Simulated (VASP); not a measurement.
Input of a VASP 6.6.1 run:

The input INCAR:

```
SYSTEM = GaN
PREC = Accurate
ENCUT = 900
EDIFF = 1E-7
ISMEAR = 0
SIGMA = 0.02
LREAL = .False.
LASPH = .True.
NELM = 100
ALGO = Normal
ISIF = 3
LWAVE = .False.
LCHARG = .False.
GGA = PE
IBRION = 2
NSW = 80
EDIFFG = -0.002
```

File KPOINTS:

```
Automatic mesh
0
Gamma
  12 12 12
  0 0 0
```

Contents of POSCAR:

```
GaN
1.0
    0.0000000000      2.2535006100      2.2535006100
    2.2535006100      0.0000000000      2.2535006100
    2.2535006100      2.2535006100      0.0000000000
Ga N
1 1
Direct
    0.0000000000      0.0000000000      0.0000000000
    0.7500000000      0.7500000000      0.7500000000
```

Potentials or basis: VASP PAW PBE potentials, release 64 (Ga_h, N_h).

Command:

```console
$ cat potpaw_PBE.64/Ga_h/POTCAR potpaw_PBE.64/N_h/POTCAR > POTCAR
$ mpirun -np 1 vasp_std > vasp.out
```

Q: Estimate the band gap on the k mesh.

A: 1.55 eV, direct.

Q: What does it give for the relaxed cell?

A: a = 3.216 Å, b = 3.216 Å, c = 3.216 Å, α = 60.00°, β = 60.00°, γ = 60.00°.

Q: What does it give for the space group after relaxing (to 0.05 Å)?

A: F-43m (No. 216).

Step by step:
```
step  energy change (eV)  largest force (eV/Å)  pressure (GPa)  volume (Å³)
   1              0.0000                0.0000            5.10        22.89
   2             -0.0018                0.0000           -4.19        24.12
   3             -0.0098                0.0000            0.00        23.52
```

Caveat: the cutoff is under 1.25 times the usual one of these potentials, so pressure, stress and relaxed cells hold a basis-set (Pulay) error.
